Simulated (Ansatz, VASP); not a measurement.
# GaHNF (F-GaN-H chair monolayer): VASP beside Ansatz, part 2 of 2

Wanted: the spread between two codes on one cell, functional and k mesh. Of the first pair: The structure shown is the start of the Ansatz relaxation below; VASP solves that cell, so the two are compared at the walk's first step.

VASP 6.6.1 and Ansatz 0.2.0.

So far: Starting point; Ansatz: relaxation, PBE with D3(BJ); VASP: single point, PBE with D3(BJ), start cell, pair 1.

### 4. Comparison

Known differences besides the potentials themselves: Ansatz cuts the interaction across the vacuum, VASP repeats the sheet with a dipole correction; the cutoff is 420 eV in Ansatz and 520 eV in VASP. Total energies have different zeros and are not compared.

Forces (eV/Å; atoms numbered as in POSCAR):

```csv
atom,"Ansatz x, y, z","VASP x, y, z"
H1,"0.000, 0.000, -0.288","0.000, 0.000, -0.300"
N2,"0.000, 0.000, -0.378","0.000, 0.000, -0.409"
Ga3,"0.000, 0.000, 2.142","0.000, 0.000, 2.023"
F4,"0.000, 0.000, -1.476","0.000, 0.000, -1.314"
```

The forces differ by 59 meV/Å r.m.s., which is 8.3 % of the r.m.s. force of 0.712 eV/Å (both taken over all components). With vacuum in the cell, a pressure given here is an average over mostly empty space and none of the material.

### 5. Ansatz: relaxation, PBE with D3(BJ)

This run makes the geometry at which the two programs are then compared.

The structure compared here is the end of the Ansatz relaxation.

The input, input.yaml:

```yaml
crystal:
  lattice:
    - [3.1845, 0.0, 0.0]
    - [-1.59225, 2.7578578984, 0.0]
    - [0.0, 0.0, 37.9533333354]
  atoms:
    - { symbol: H, position: [0.6666666667, 0.3333333333, 0.4545055331] }
    - { symbol: "N", position: [0.6666666667, 0.3333333333, 0.4813806429] }
    - { symbol: Ga, position: [0.3333333333, 0.6666666667, 0.498331284] }
    - { symbol: F, position: [0.3333333333, 0.6666666667, 0.5454944669] }
  periodic: [true, true, false]
kpoints:
  mp_grid: { grid: [12, 12, 1] }
hamiltonian:
  xc: pbe
  dispersion: d3bj
  pseudopotentials: { kind: paw, azcp: { folder: soft_1 } }
scf:
  occupations: { method: fermi_dirac, width: 0.05 }
  convergence: { dr2_threshold: 1.0e-09 }
relax:
  f_tol: 0.004
  max_steps: 90
  cell: {}
output:
  write_potential: true
  write_density: true
  volumetric_format: npy
```

Launch:

```bash
> ansatz run input.yaml --threads 2 --pin off --max-ram 3072MiB --backend cpu --events-out ev --progress --plain --runs-dir out
```

Numbers of over 12 decimals in the logs are rounded to 6 here.

Log:

```text
[...]
Crystal: 4 atoms, lattice volume = 333.321 Å³
Basis set: ecut = 420 eV, 6547 PW (Γ), exchange–correlation on 48×48×512 points (8 copies of the dense FFT grid, shifted against one another)
Bands: 17, of which v1, the nominal top of the filled ones, is band 13 counted from 1 (12 counted from 0)
Symmetry: 6 space group operations
[...]
--- Relaxed structure (6 steps of the walk, 6 accepted, 2 SCFs on fresh bases) ---
[...]
cell:  # Å, volume = 346.7655 Å³
    - [3.248087, 4.706404797427427e-18, 0]
    - [-1.624044, 2.812926, 0]
    - [0, 0, 37.9533333354]
  atoms:
    - { symbol: H, position: [0.666667, 0.333333, 0.454422] }
    - { symbol: N, position: [0.666667, 0.333333, 0.481451] }
    - { symbol: Ga, position: [0.333333, 0.666667, 0.499106] }
    - { symbol: F, position: [0.333333, 0.666667, 0.544733] }
[key lines of the parts left out:]
SCF converged after 7 iterations
Free energy (F): -4992.730427 eV
Fermi energy:    -6.126378 eV
P = ½ c Tr σ = 0.0074 N/m
```

### 6. VASP: single point, PBE with D3(BJ), relaxed cell, pair 2

The same cell, functional, mesh and smearing now go to VASP, with its own data sets.

The input, INCAR:

```
SYSTEM = GaHNF
PREC = Accurate
ENCUT = 520
EDIFF = 1E-06
NELM = 120
ISMEAR = -1
SIGMA = 0.05
LREAL = .FALSE.
ALGO = Normal
GGA = PE
IVDW = 12
NBANDS = 19
LORBIT = 11
LWAVE = .FALSE.
LCHARG = .FALSE.
ISIF = 2
LDIPOL = .TRUE.
IDIPOL = 3
DIPOL = 0.5 0.5 0.495
LVHAR = .TRUE.
LASPH = .TRUE.
GGA_COMPAT = .FALSE.
EFERMI = MIDGAP
NELMDL = -8
```

The input, POSCAR:

```
GaHNF
1.0
    3.2480872887      0.0000000000      0.0000000000
   -1.6240436444      2.8129261057      0.0000000000
    0.0000000000      0.0000000000     37.9533333354
H N Ga F
1 1 1 1
Direct
    0.6666666667      0.3333333333      0.4544216200
    0.6666666667      0.3333333333      0.4814514112
    0.3333333334      0.6666666666      0.4991055471
    0.3333333334      0.6666666666      0.5447333487
```

The input, KPOINTS:

```
Automatic mesh
0
Gamma
12 12 1
0 0 0
```

PAW data sets: H, N, Ga_d and F (PBE family, release 64).

Launch:

```bash
> mpirun -np 1 vasp_std
```

Log:

```text
[... set-up lines as in an earlier step ...]
 entering main loop
       N       E                     dE             d eps       ncg     rms          rms(c)
DAV:   1     0.214977517687E+03    0.21498E+03   -0.10662E+04   850   0.106E+03
DAV:   2     0.166747015104E+02   -0.19830E+03   -0.18707E+03   995   0.242E+02
DAV:   3    -0.220678622945E+02   -0.38743E+02   -0.38614E+02   838   0.118E+02
DAV:   4    -0.237882618654E+02   -0.17204E+01   -0.17174E+01  1144   0.314E+01
[...]
DAV:  25    -0.203618059686E+02   -0.77093E-05   -0.26039E-07   698   0.310E-03    0.639E-04
DAV:  26    -0.203618114211E+02   -0.54525E-05   -0.13632E-07   666   0.305E-03    0.280E-04
DAV:  27    -0.203618123911E+02   -0.96999E-06   -0.25518E-08   782   0.123E-03
   1 F= -.20662519E+02 E0= -.20662519E+02  d E =-.263815E-10
```

OUTCAR, selected parts (step 6):

```text
 Edisp (eV)   -0.30071

  Total      -0.07848    -0.07848     0.31356     0.00000     0.00000    -0.00000
  in kB      -0.36261    -0.36261     1.44875     0.00000     0.00000    -0.00000
  external pressure =        0.24 kB  Pullay stress =        0.00 kB

 POSITION                                       TOTAL-FORCE (eV/Angst)
 -----------------------------------------------------------------------------------
      1.62404      0.93764     17.24682         0.000000     -0.000000     -0.009307
      1.62404      0.93764     18.27269        -0.000000      0.000000     -0.030865
      0.00000      1.87528     18.94272        -0.000000     -0.000000     -0.140282
      0.00000      1.87528     20.67445         0.000000      0.000000      0.180453
 -----------------------------------------------------------------------------------
    total drift:                               -0.000002     -0.000002      0.000421

  FREE ENERGIE OF THE ION-ELECTRON SYSTEM (eV)
  ---------------------------------------------------
  free  energy   TOTEN  =       -20.6625188859 eV

  energy  without entropy=      -20.6625188859  energy(sigma->0) =      -20.66251889

[... 1 part as in an earlier step ...]

[... 2 further parts left out ...]
[key lines of the parts left out:]
E-fermi :  -5.1615
```

### 7. Differences

The two programs side by side:

```csv
quantity,Ansatz,VASP,difference
gap on the k mesh (eV),2.349,2.304,+0.046
```

Forces (eV/Å; atoms numbered as in POSCAR):

```csv
atom,"Ansatz x, y, z","VASP x, y, z"
H1,"0.000, 0.000, -0.001","0.000, 0.000, -0.009"
N2,"0.000, 0.000, 0.001","0.000, 0.000, -0.031"
Ga3,"0.000, 0.000, -0.001","0.000, 0.000, -0.140"
F4,"0.000, 0.000, 0.001","0.000, 0.000, 0.180"
```

The forces differ by 66 meV/Å r.m.s., where the r.m.s. force is 0.001 eV/Å in Ansatz and 0.067 eV/Å in VASP: the atoms lie near their places of rest in Ansatz, so a percentage would say little (all taken over all components). A gap on the mesh is an upper bound, since the band edges may lie between its points. With vacuum in the cell, a pressure given here is an average over mostly empty space and none of the material.

### 8. What came out

| Property | Result |
| --- | --- |
| r.m.s. force difference (single point, PBE with D3(BJ), start cell, pair 1) | 8.3 % of the r.m.s. force |
| r.m.s. force difference (single point, PBE with D3(BJ), relaxed cell, pair 2) | 66 meV/Å |
| difference in gap on the k mesh (single point, PBE with D3(BJ), relaxed cell, pair 2) | 0.046 eV |

In words: The r.m.s. force difference is 66 meV/Å (single point, PBE with D3(BJ), relaxed cell, pair 2), beyond the 12 meV/Å picked in this series as the mark of a large difference. What causes the difference of the single point, PBE with D3(BJ), start cell, pair 1 pair stays open here. What causes the difference of the single point, PBE with D3(BJ), relaxed cell, pair 2 pair stays open here. Such differences can come from data sets, numerical settings and the points named under the comparisons, not from the functional's error against experiment.

[Lines on the potential files, build, host, timing and source positions are cut from VASP's logs without a mark.]

[Logs are printed without paths, hosts, clocks, repeated set-up lines and the standing remarks that a program may print on its own settings, such as how far it seeks lower states.]

[Hosts, paths, dates, database ids (printed as entryN), source tags and the programs' standing remarks are cut or masked in the printed files.]
